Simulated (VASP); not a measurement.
Level of theory: PBE GGA, VASP's PBE PAW potentials (set 64) (plane waves; VASP).

The input files of a VASP run:

**POSCAR**
```
CoSi2
3.7942190
  0.0000000000   0.6993729144   0.7147571081
  0.6913103856   0.0000000000   0.7147571081
  0.6913103856   0.6993729144   0.0000000000
Co Si
1 2
Direct
  0.0000000000   0.0000000000   0.0000000000
  0.2500000000   0.2500000000   0.2500000000
  0.7399360000   0.7600640000   0.7600640000
```

**INCAR**
```
SYSTEM = CoSi2
PREC = Accurate; ENCUT = 520; LREAL = .FALSE.
LASPH = .TRUE.
EDIFF = 1E-6; NELM = 100; ALGO = Normal
LMAXMIX = 4
ISMEAR = 1; SIGMA = 0.1
GGA = PE
ISIF = 2
LWAVE = .FALSE.; LCHARG = .FALSE.
```

KPOINTS:
```
Automatic mesh
0
gamma
  9 9 9
0 0 0
```

POTCAR, in this order: Co_pv Si (PBE.64 set). Program: vasp_std.

**Question.** What does the run give for the energy per atom (σ→0), pressure, largest force, band gap (on the k-mesh)?

**Answer.** 
```yaml
energy per atom (σ→0): -6.422 eV/atom
band gap (on the k-mesh): none (metal, semimetal or under 0.01 eV)
pressure: 3.65 GPa
largest_force: 0.02000 Ry/bohr
```

**OSZICAR**
```
...
DAV:   8    -0.193051297338E+02   -0.66437E-01   -0.14624E+00  7312   0.946E+00    0.236E+00
DAV:   9    -0.192650511358E+02    0.40079E-01   -0.21138E-01  6717   0.647E+00    0.578E-01
DAV:  10    -0.192655762010E+02   -0.52507E-03   -0.98917E-03  7753   0.122E+00    0.255E-01
DAV:  11    -0.192650287422E+02    0.54746E-03   -0.34094E-03  7358   0.837E-01    0.323E-02
DAV:  12    -0.192650585364E+02   -0.29794E-04   -0.12257E-04  6542   0.998E-02    0.241E-02
DAV:  13    -0.192650574900E+02    0.10464E-05   -0.52148E-06  7963   0.212E-02    0.777E-03
DAV:  14    -0.192650576844E+02   -0.19438E-06   -0.40211E-07  4412   0.620E-03
   1 F= -.19265058E+02 E0= -.19264862E+02  d E =-.586872E-03
```

The compound is CoSi2 in the fluorite structure. The cell was not relaxed at this level, atoms are displaced from their ideal sites. The run is one of a series of settings (ENCUT = 520, POTCAR Co_pv Si (PBE.64 set) against the base run), some of them coarse on purpose. The run is not spin-polarised, so no magnetic state was tried. The electron count is odd and the run is not spin-polarised, which forces a metal.
